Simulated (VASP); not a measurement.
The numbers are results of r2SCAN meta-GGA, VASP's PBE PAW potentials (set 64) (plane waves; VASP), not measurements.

The input files of a VASP run:

KPOINTS_OPT:
```
k-points along high-symmetry lines
10
Line-mode
Reciprocal
  0.000000   0.000000   0.000000 ! GAMMA
  0.500000   0.000000   0.500000 ! X

  0.500000   0.000000   0.500000 ! X
  0.625000   0.250000   0.625000 ! U

  0.375000   0.375000   0.750000 ! K
  0.000000   0.000000   0.000000 ! GAMMA

  0.000000   0.000000   0.000000 ! GAMMA
  0.500000   0.500000   0.500000 ! L

  0.500000   0.500000   0.500000 ! L
  0.500000   0.250000   0.750000 ! W

  0.500000   0.250000   0.750000 ! W
  0.500000   0.000000   0.500000 ! X
```

### POSCAR
```
CoSi2
1.0
  0.0000000000   2.6565137481   2.6565137481
  2.6565137481   0.0000000000   2.6565137481
  2.6565137481   2.6565137481   0.0000000000
Co Si
1 2
Cartesian
  0.0000000000   0.0000000000   0.0000000000
  1.3282568741   1.3282568741   1.3282568741
  3.9847706222   3.9847706222   3.9847706222
```

File KPOINTS:
```
Automatic mesh
0
Gamma
11 11 11
0 0 0
```

INCAR:
```
# general
SYSTEM  = CoSi2
PREC    = Accurate
ENCUT   = 520
LREAL   = .False.
LASPH   = .True.   # aspherical one-centre terms

# electronic loop
EDIFF   = 1E-7   # SCF stop (eV)
NELM    = 100
ALGO    = Normal   # blocked Davidson
LMAXMIX = 4   # l cut-off of mixed one-centre charges
LMIXTAU = .True.

# smearing
ISMEAR  = -5   # tetrahedra, Bloechl

# functional
METAGGA = R2SCAN

# ions
ISIF    = 2   # forces and stress, cell fixed

# output
LWAVE   = .False.
LCHARG  = .False.
LORBIT  = 11
NEDOS   = 601

# other
LEFG    = .True.
```

POTCAR, in this order: Co Si (PBE.64 set). Program: vasp_std.

Output

### OUTCAR
```
 ion  position               nearest neighbor table
   1  0.000  0.000  0.000-   3 2.30   3 2.30   3 2.30   2 2.30   3 2.30   2 2.30   2 2.30   2 2.30
  LATTYP: Found a face centered cubic cell.
 ALAT       =     5.3130274962
 Subroutine PRICEL returns:
 Original cell was already a primitive cell.
 Subroutine GETGRP returns: Found 48 space group operations
The static configuration has the point symmetry O_h .
The dynamic configuration has the point symmetry O_h .
 Subroutine INISYM returns: Found 48 space group operations
 Subroutine IBZKPT returns following result:
 Found     56 irreducible k-points:

 Following reciprocal coordinates:
            Coordinates               Weight
  0.000000  0.000000  0.000000      1.000000
  0.090909  0.000000  0.000000      8.000000
  0.181818  0.000000  0.000000      8.000000
  0.272727  0.000000  0.000000      8.000000
  0.363636  0.000000  0.000000      8.000000
  0.454545  0.000000  0.000000      8.000000
  0.090909  0.090909  0.000000      6.000000
  0.181818  0.090909  0.000000     24.000000
  0.272727  0.090909  0.000000     24.000000
  0.363636  0.090909  0.000000     24.000000
  0.454545  0.090909  0.000000     24.000000
 -0.454545  0.090909  0.000000     24.000000
 -0.363636  0.090909  0.000000     24.000000
 -0.272727  0.090909  0.000000     24.000000
 -0.181818  0.090909  0.000000     24.000000
 -0.090909  0.090909  0.000000     12.000000
  0.181818  0.181818  0.000000      6.000000
  0.272727  0.181818  0.000000     24.000000
  0.363636  0.181818  0.000000     24.000000
  0.454545  0.181818  0.000000     24.000000
 -0.454545  0.181818  0.000000     24.000000
 -0.363636  0.181818  0.000000     24.000000
 -0.272727  0.181818  0.000000     24.000000
 -0.181818  0.181818  0.000000     12.000000
  0.272727  0.272727  0.000000      6.000000
...
```

OSZICAR:
```
       N       E                     dE             d eps       ncg     rms          rms(c)
DAV:   1     0.618738433897E+02    0.61874E+02   -0.72500E+03  1344   0.140E+03
DAV:   2    -0.311027685037E+02   -0.92977E+02   -0.86664E+02  1348   0.269E+02
DAV:   3    -0.356578006048E+02   -0.45550E+01   -0.43882E+01  1712   0.700E+01
DAV:   4    -0.357679482526E+02   -0.11015E+00   -0.10993E+00  1620   0.100E+01
DAV:   5    -0.357714941682E+02   -0.35459E-02   -0.35491E-02  1792   0.192E+00    0.161E+01
DAV:   6    -0.370229047163E+02   -0.12514E+01   -0.44975E+01  1556   0.151E+02    0.182E+01
DAV:   7    -0.319764188971E+02    0.50465E+01   -0.16031E+01  1732   0.108E+02    0.456E+00
DAV:   8    -0.320362288220E+02   -0.59810E-01   -0.14488E+00  2032   0.163E+01    0.335E+00
DAV:   9    -0.320041945712E+02    0.32034E-01   -0.33751E-01  1652   0.134E+01    0.661E-01
DAV:  10    -0.320103362130E+02   -0.61416E-02   -0.12188E-02  1484   0.110E+00    0.513E-01
DAV:  11    -0.320081433489E+02    0.21929E-02   -0.72922E-03  1776   0.180E+00    0.840E-02
DAV:  12    -0.320089557334E+02   -0.81238E-03   -0.18325E-03  1616   0.710E-01    0.476E-02
DAV:  13    -0.320091632770E+02   -0.20754E-03   -0.27198E-04  1624   0.268E-01    0.200E-02
DAV:  14    -0.320091419675E+02    0.21309E-04   -0.30111E-05  1696   0.998E-02    0.560E-03
DAV:  15    -0.320091593209E+02   -0.17353E-04   -0.28190E-06  1568   0.240E-02    0.440E-03
DAV:  16    -0.320091527566E+02    0.65643E-05   -0.93399E-07  1712   0.201E-02    0.733E-04
DAV:  17    -0.320091550259E+02   -0.22692E-05   -0.31123E-07  1168   0.113E-02    0.126E-03
DAV:  18    -0.320091531099E+02    0.19160E-05   -0.12330E-07   780   0.851E-03    0.262E-04
DAV:  19    -0.320091538969E+02   -0.78703E-06   -0.10310E-08   744   0.152E-03    0.990E-05
DAV:  20    -0.320091538980E+02   -0.10355E-08   -0.24699E-09   736   0.576E-04
   1 F= -.32009154E+02 E0= -.32009154E+02  d E =0.000000E+00
       N       E                     dE             ncg
       N       E                     dE             ncg
```

File OUTCAR:
```
------------------------ aborting loop because EDIFF is reached ----------------------------------------
  FORCE on cell =-STRESS in cart. coord.  units (eV):
  Direction    XX          YY          ZZ          XY          YZ          ZX
  --------------------------------------------------------------------------------------
  Total        0.0226206      0.0226206      0.0226206     -0.0000000     -0.0000000      0.0000000
  in kB        0.9666029      0.9666029      0.9666029     -0.0000000     -0.0000000      0.0000000
  external PRESSURE =       0.9666029 kB  Pullay stress =       0.0000000 kB
  volume of cell :       37.49
      direct lattice vectors                 reciprocal lattice vectors
     0.000000000  2.656513748  2.656513748    -0.188216605  0.188216605  0.188216605
     2.656513748  0.000000000  2.656513748     0.188216605 -0.188216605  0.188216605
     2.656513748  2.656513748  0.000000000     0.188216605  0.188216605 -0.188216605
 POSITION                                       TOTAL-FORCE (eV/Angst)
 -----------------------------------------------------------------------------------
      0.00000      0.00000      0.00000        -0.000000      0.000000      0.000000
      1.32826      1.32826      1.32826         0.000000      0.000000     -0.000000
      3.98477      3.98477      3.98477        -0.000000     -0.000000      0.000000
 -----------------------------------------------------------------------------------
    total drift:                               -0.000000     -0.000000      0.000000
  FREE ENERGIE OF THE ION-ELECTRON SYSTEM (eV)
  ---------------------------------------------------
  free  energy   TOTEN  =       -32.0091538980 eV

  energy  without entropy=      -32.0091538980  energy(sigma->0) =      -32.00915390

 total charge

# of ion       s       p       d       tot
------------------------------------------
    1        0.575   0.789   7.622   8.986
    2        0.707   0.904   0.000   1.611
    3        0.707   0.904   0.000   1.611
--------------------------------------------------
tot          1.989   2.597   7.622  12.208

 Electric field gradients after diagonalization (V/A^2)
 (convention: |V_zz| > |V_xx| > |V_yy|)
----------------------------------------------------------------------
 ion       V_xx      V_yy      V_zz     asymmetry (V_yy - V_xx)/ V_zz
----------------------------------------------------------------------
   1       0.002     0.002    -0.004       0.000
   2       0.000     0.000    -0.000       0.000
   3       0.000     0.000    -0.000       0.000
```
(Selected blocks of OUTCAR.)

For a metal the tetrahedron method with Blöchl corrections gives inexact stress and forces.

The compound is CoSi2 in the fluorite structure. It was relaxed first. The run is not spin-polarised, so no magnetic state was tried. The electron count is odd and the run is not spin-polarised, which forces a metal.
